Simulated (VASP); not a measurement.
Input of a VASP 6.6.1 run:

The input INCAR:

```
SYSTEM = RbAl
PREC = Accurate
ENCUT = 520
EDIFF = 1E-6
ISMEAR = 0
SIGMA = 0.1
LREAL = .FALSE.
LASPH = .TRUE.
NELM = 100
ALGO = Normal
ISIF = 2
LWAVE = .FALSE.
LCHARG = .FALSE.
LDIPOL = .TRUE.
IDIPOL = 3
DIPOL = 0.5 0.5 0.294
GGA = PE
NBANDS = 13
```

The input KPOINTS:

```
regular mesh
0
G
  4 4 1
  0 0 0
```

POSCAR

```
RbAl
1.0
    5.2992890000      0.0000000000      0.0000000000
    0.0000000000      5.2992890000      0.0000000000
    0.0000000000      0.0000000000     23.8000000000
Rb Al
1 1
Direct
    0.0000000000      0.0000000000      0.2941176471
    0.5000000000      0.5000000000      0.2941176471
```

Potentials or basis: VASP PAW PBE potentials, release 64 (Rb_sv, Al).

Launch:

```sh
$ cat potpaw_PBE.64/Rb_sv/POTCAR potpaw_PBE.64/Al/POTCAR > POTCAR
$ mpirun -np 1 vasp_std > vasp.out
```

Question: Estimate the band gap on the k mesh.

Answer: None (metal or under the smearing width).
